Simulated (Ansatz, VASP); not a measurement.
**One calculation of Pd4CO (Palladium), two programs**

```xyz
6
Lattice="2.7145 0.0000 0.0000 0.0000 2.7145 0.0000 0.0000 0.0000 25.9084" Properties=species:S:1:pos:R:3 pbc="T T T"
Pd    1.3573    1.3573    8.5000
Pd    0.0000    0.0000   10.4195
Pd    1.3573    1.3573   12.3426
Pd    0.0000    0.0000   14.4052
C     1.3573    1.3573   15.5210
O     1.3573    1.3573   16.6848
```

Alike in both runs: functional LDA; k mesh 11 × 11 × 1; occupations gaussian, width 0.1 eV; no spin polarisation.

Ansatz relaxed the structure, and its values are those at the end. VASP's run is a single point on that final structure, the one shown.

|  | VASP | Ansatz |
| --- | --- | --- |
| version | VASP 6.6.1 | Ansatz 0.2.0 |
| potentials or method | VASP PAW LDA potentials, release 64 (Pd, C, O) | scalar-relativistic, plane waves, PAW |
| plane-wave cutoff (eV) | 520 | 420 |
| valence electrons in the cell | 50 | 82 |

```csv
,VASP,Ansatz,Ansatz less VASP
gap on the k mesh at the Fermi level (eV),none,none,-
rms of the force components (eV/Å),0.296,0.062,-0.2338
```

A gap of «none» marks a metal or a gap that the smearing closes. One of these differences is far larger than is usual between the two programs; its cause wasn't traced. The two sets of potentials don't hold the same shells in valence.

Caveats: the standard files for N, O and F lose accuracy on very short bonds.
